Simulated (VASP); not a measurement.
# MoI (F-43m) in VASP: relaxation of cell and atoms with PBE

Aim: the relaxation of cell and atoms of MoI with PBE.

Everything below comes from runs of VASP 6.6.1. Logs are shortened: lines on timing, memory, paths and dates and some standing lists are left out, and cuts for length are marked.

## (1) The structure

The structure is cubic, space group F-43m (No. 216). Conventional cell: a = 6.358 Å, b = 6.358 Å, c = 6.358 Å, α = 90.00°, β = 90.00°, γ = 90.00°. Mo (site symmetry -43m) is surrounded by 4 I at 2.75 Å. Around I (site symmetry -43m) lie 4 Mo at 2.75 Å.

The cell was built by a generator and needn't be a form met in nature.

## (2) Relaxation of cell and atoms, PBE

File INCAR:

```
PREC = Accurate
ENCUT = 600
EDIFF = 1E-6
ISMEAR = 0
SIGMA = 0.05
LREAL = False
LASPH = True
NELM = 100
ALGO = Fast
ISIF = 3
LWAVE = False
LCHARG = False
GGA = PE
IBRION = 2
NSW = 40
EDIFFG = -0.005
```

File KPOINTS:

```
regular mesh
0
Gamma
  7 7 7
```

File POSCAR:

```
MoI
1.0
    0.0000000000      3.1788513800      3.1788513800
    3.1788513800      0.0000000000      3.1788513800
    3.1788513800      3.1788513800      0.0000000000
Mo I
1 1
Direct
    0.0000000000      0.0000000000      0.0000000000
    0.7500000000      0.7500000000      0.7500000000
```

Potentials or basis: VASP PAW PBE potentials, release 64 (Mo_sv, I).

The run is started by

```bash
> cat potpaw_PBE.64/Mo_sv/POTCAR potpaw_PBE.64/I/POTCAR > POTCAR
> mpirun -np 1 vasp_std > vasp.out
```

OUTCAR:

```text
PREC = Accurate
   ENCUT = 600
   EDIFF = 1E-6
   ISMEAR = 0
   LREAL = False
   LASPH = True
   NELM = 100
   ISIF = 3
   GGA = PE
   IBRION = 2
   NSW = 40
   EDIFFG = -0.005

 ion  position               nearest neighbor table
   1  0.000  0.000  0.000-   2 2.75   2 2.75   2 2.75   2 2.75
   2  0.750  0.750  0.750-   1 2.75   1 2.75   1 2.75   1 2.75

  LATTYP: Found a face centered cubic cell.
 ALAT       =     6.3577027600

  Lattice vectors:

 A1 = (   0.0000000000,   3.1788513800,   3.1788513800)
 A2 = (   3.1788513800,   0.0000000000,   3.1788513800)
 A3 = (   3.1788513800,   3.1788513800,   0.0000000000)

Analysis of symmetry for initial positions (statically):
=====================================================================
 Subroutine PRICEL returns:
 Original cell was already a primitive cell.

 Routine SETGRP: Setting up the symmetry group for a
 face centered cubic supercell.

 Subroutine GETGRP returns: Found 24 space group operations
 (whereof 24 operations were pure point group operations)
 out of a pool of 48 trial point group operations.

The static configuration has the point symmetry T_d .

Analysis of symmetry for dynamics (positions and initial velocities):
=====================================================================
 Subroutine PRICEL returns:
 Original cell was already a primitive cell.

 Routine SETGRP: Setting up the symmetry group for a
 face centered cubic supercell.

 Subroutine GETGRP returns: Found 24 space group operations
 (whereof 24 operations were pure point group operations)
 out of a pool of 48 trial point group operations.

The dynamic configuration has the point symmetry T_d .

 Subroutine INISYM returns: Found 24 space group operations
 (whereof 24 operations are pure point group operations),
 and found     1 'primitive' translations

----------------------------------------------------------------------------------------

                                     Primitive cell

  volume of cell :      64.2452

  direct lattice vectors                    reciprocal lattice vectors
     0.000000000  3.178851380  3.178851380    -0.157289518  0.157289518  0.157289518
     3.178851380  0.000000000  3.178851380     0.157289518 -0.157289518  0.157289518
     3.178851380  3.178851380  0.000000000     0.157289518  0.157289518 -0.157289518

  length of vectors
     4.495574734  4.495574734  4.495574734     0.272433436  0.272433436  0.272433436

  position of ions in fractional coordinates (direct lattice)
     0.000000000  0.000000000  0.000000000
     0.750000000  0.750000000  0.750000000

  ion indices of the primitive-cell ions
   primitive index   ion index
                 1           1
                 2           2

----------------------------------------------------------------------------------------

 KPOINTS: regular mesh

Automatic generation of k-mesh.
 Grid dimensions read from file:
 generate k-points for:    7    7    7

 Generating k-lattice:

  Cartesian coordinates                     Fractional coordinates (reciprocal lattice)
    -0.022469931  0.022469931  0.022469931     0.142857143  0.000000000  0.000000000
     0.022469931 -0.022469931  0.022469931     0.000000000  0.142857143  0.000000000
     0.022469931  0.022469931 -0.022469931     0.000000000  0.000000000  0.142857143

  Length of vectors
     0.038919062  0.038919062  0.038919062

  Shift w.r.t. Gamma in fractional coordinates (k-lattice)
     0.000000000  0.000000000  0.000000000

 Subroutine IBZKPT returns following result:
 ===========================================

 Found     20 irreducible k-points:

 Following reciprocal coordinates:
            Coordinates               Weight
  0.000000  0.000000  0.000000      1.000000
  0.142857  0.000000  0.000000      8.000000
  0.285714  0.000000  0.000000      8.000000
  0.428571  0.000000  0.000000      8.000000
  0.142857  0.142857  0.000000      6.000000
  0.285714  0.142857  0.000000     24.000000
[... 12 lines left out ...]
 -0.428571  0.428571  0.142857     24.000000
 -0.285714  0.428571  0.142857     24.000000
   k-points           NKPTS =     20   k-points in BZ     NKDIM =     20   number of bands    NBANDS=     14
   number of dos      NEDOS =    301   number of ions     NIONS =      2
   total plane-waves  NPLWV =  46656
   dimension x,y,z NGX =    36 NGY =   36 NGZ =   36
   dimension x,y,z NGXF=    72 NGYF=   72 NGZF=   72
   ions per type =               1   1
   NGX,Y,Z   is equivalent  to a cutoff of  13.31, 13.31, 13.31 a.u.
   NGXF,Y,Z  is equivalent  to a cutoff of  26.63, 26.63, 26.63 a.u.
 SYSTEM =  unknown system
   PREC   = accura    normal or accurate (medium, high low for compatibility)
   ISTART =      0    job   : 0-new  1-cont  2-samecut
   ICHARG =      2    charge: 1-file 2-atom 10-const
   ISPIN  =      1    spin polarized calculation?
   LNONCOLLINEAR =      F non collinear calculations
   LSORBIT =      F    spin-orbit coupling
   LASPH  =      T    aspherical Exc in radial PAW
   ENCUT  =  600.0 eV  44.10 Ry    6.64 a.u.   8.98  8.98  8.98*2*pi/ulx,y,z
   NELM   =    100;   NELMIN=  2; NELMDL= -5     # of ELM steps
   EDIFF  = 0.1E-05   stopping-criterion for ELM
   LREAL  =      F    real-space projection
   EDIFFG = -.5E-02   stopping-criterion for IOM
   NSW    =     40    number of steps for IOM
   IBRION =      2    ionic relax: 0-MD 1-quasi-New 2-CG
   NFREE  =      1    steps in history (QN), initial steepest desc. (CG)
   ISIF   =      3    stress and relaxation
   ISYM   =      2    0-nonsym 1-usesym 2-fastsym
   POTIM  = 0.5000    time-step for ionic-motion
   TEBEG  =    0.0;   TEEND  =   0.0 temperature during run
   PSTRESS=    0.0 pullay stress
   NELECT =      21.0000    total number of electrons
   NUPDOWN=      -1.0000    fix difference up-down
   EMIN   =  10.00;   EMAX   =-10.00  energy-range for DOS
   EFERMI =   0.00;   METHOD = LEGACY
   ISMEAR =     0;   SIGMA  =   0.05  broadening in eV -4-tet -1-fermi 0-gaus
   EFERMI_NEDOS =   21; number of points for ismear=-14 and -15
   IALGO  =     68    algorithm
   IMIX   =      4    mixing-type and parameters
     AMIX     =   0.40;   BMIX     =  1.00
     AMIX_MAG =   1.60;   BMIX_MAG =  1.00
  volume/ion in A,a.u.               =      32.12       216.77
  Fermi-wavevector in a.u.,A,eV,Ry     =   1.127719  2.131081 17.303223  1.271751
  Thomas-Fermi vector in A             =   2.264407
   LORBIT       =      0    0 simple, 1 ext, 2 COOP (PROOUT), +10 PAW based schemes
   GGA     = PE    functional components
   LHFCALC =     F    Hartree Fock is set to
   AEXX    =    0.0000 exact exchange contribution
   IVDW    =     0    specifies the selected vdW correction
   LEPSILON=     F    determine dielectric tensor
   LRPA    =     F    only Hartree local field effects (RPA)
 conjugate gradient relaxation of ions
 non-spin polarized calculation
 RMM-DIIS sequential band-by-band and
 Gauss-broadening in eV      SIGMA  =   0.05
  energy-cutoff  :      600.00
  volume of cell :       64.25
 maximum number of plane-waves:      2168
   NGX = 17   NGY = 17   NGZ = 17

--------------------------------------- Ionic step        1  -------------------------------------------

 number of electron      21.0000000 magnetization

 Free energy of the ion-electron system (eV)
  ---------------------------------------------------
  ext. energy  EPLUGINS =         0.00000000
  ---------------------------------------------------
  free energy    TOTEN  =        -9.40320299 eV

  energy without entropy =       -9.39395541  energy(sigma->0) =       -9.39857920

------------------------ aborting loop because EDIFF is reached ----------------------------------------

  FORCE on cell =-STRESS in cart. coord.  units (eV):
  Direction    XX          YY          ZZ          XY          YZ          ZX
  --------------------------------------------------------------------------------------
  -------------------------------------------------------------------------------------
  Total       -3.0016287     -3.0016287     -3.0016287      0.0000000      0.0000000      0.0000000
  in kB      -74.8560470    -74.8560470    -74.8560470      0.0000000      0.0000000      0.0000000
  external PRESSURE =     -74.8560470 kB  Pullay stress =       0.0000000 kB
[... 21 lines left out ...]
  energy  without entropy=       -9.3939554086  energy(sigma->0) =       -9.39857920

--------------------------------------- Ionic step        2  -------------------------------------------

 number of electron      20.9999999 magnetization

 E-fermi :   8.1224     XC(G=0): -10.2370

 val. band max:        8.1035431379   @ k =   0.4286   0.4286   0.0000
 cond. band min:       8.1353366061   @ k =  -0.4286   0.4286   0.1429
 fundamental gap:      0.0317934683
 Fermi energy:         8.1223830923

 k-point     1 :       0.0000    0.0000    0.0000
  band No.  band energies     occupation
      1     -52.1609      2.00000
      2     -26.3784      2.00000
      3     -26.3784      2.00000
      4     -26.3784      2.00000
      5      -7.3812      2.00000
      6       2.6635      2.00000
      7       2.6635      2.00000
      8       2.6635      2.00000
      9       7.5245      2.00000
     10       7.5245      2.00000
     11       9.2985      0.00000
     12      11.7686      0.00000
     13      11.7686      0.00000
     14      11.7686      0.00000
[... 462 lines left out ...]
  energy  without entropy=       -9.6088860339  energy(sigma->0) =       -9.61291712

--------------------------------------- Ionic step        6  -------------------------------------------

 number of electron      21.0000000 magnetization

 Free energy of the ion-electron system (eV)
  ---------------------------------------------------
  ext. energy  EPLUGINS =         0.00000000
  ---------------------------------------------------
  free energy    TOTEN  =        -9.61696176 eV

  energy without entropy =       -9.60890509  energy(sigma->0) =       -9.61293343

 E-fermi :   7.0937     XC(G=0):  -9.7995

 val. band max:        7.0628415629   @ k =  -0.4286   0.2857   0.1429
 cond. band min:       7.0965235260   @ k =   0.4286   0.2857   0.0000
 fundamental gap:      0.0336819632
 Fermi energy:         7.0937156411

 k-point     1 :       0.0000    0.0000    0.0000
  band No.  band energies     occupation
      1     -53.3080      2.00000
      2     -27.4882      2.00000
      3     -27.4882      2.00000
      4     -27.4882      2.00000
      5      -8.1139      2.00000
      6       1.8939      2.00000
      7       1.8939      2.00000
      8       1.8939      2.00000
      9       6.5849      2.00000
     10       6.5849      2.00000
     11       7.9776      0.00000
     12      10.2536      0.00000
     13      10.2536      0.00000
     14      10.2536      0.00000
[... 350 lines left out ...]
  FREE ENERGIE OF THE ION-ELECTRON SYSTEM (eV)
  ---------------------------------------------------
  free  energy   TOTEN  =        -9.6169617641 eV

  energy  without entropy=       -9.6089050890  energy(sigma->0) =       -9.61293343

 reached required accuracy - stopping structural energy minimisation
```

Wall time 48 s (1 thread of Intel Xeon 6975P-C (Granite Rapids), shared host); peak memory 0.22 GiB.

What came out:

```
Free energy                            : -9.6170 eV
Relaxed volume                         : 28.14 Å³/atom
Relaxed cell                           : a = 4.301 Å, b = 4.301 Å, c = 4.301 Å, α = 60.00°, β = 60.00°, γ = 60.00°
Space group after relaxing (to 0.05 Å) : F-43m (No. 216)
Energy gained by relaxing              : 106.9 meV/atom
Ionic steps                            : 6
Pressure after relaxing                : 0.0 GPa
Band gap on the k mesh                 : none (metal or under the smearing width)
```

The path:
```tsv
step	energy change (eV)	largest force (eV/Å)	pressure (GPa)	volume (Å³)
1	0.0000	0.0000	-7.49	64.25
2	-0.0815	0.0000	9.28	51.28
3	-0.2137	0.0000	-0.15	56.36
4	-0.2137	0.0000	0.10	56.21
5	-0.2137	0.0000	-0.09	56.33
6	-0.2138	0.0000	0.01	56.27
```

Final structure:
```
CELL_PARAMETERS angstrom
0.00000 3.04153 3.04153
3.04153 0.00000 3.04153
3.04153 3.04153 0.00000
ATOMIC_POSITIONS crystal
Mo 0.00000 0.00000 0.00000
I 0.75000 0.75000 0.75000
```

Caveat: an odd number of electrons without spin polarisation forces a metal; a magnetic or distorted state may lie lower.
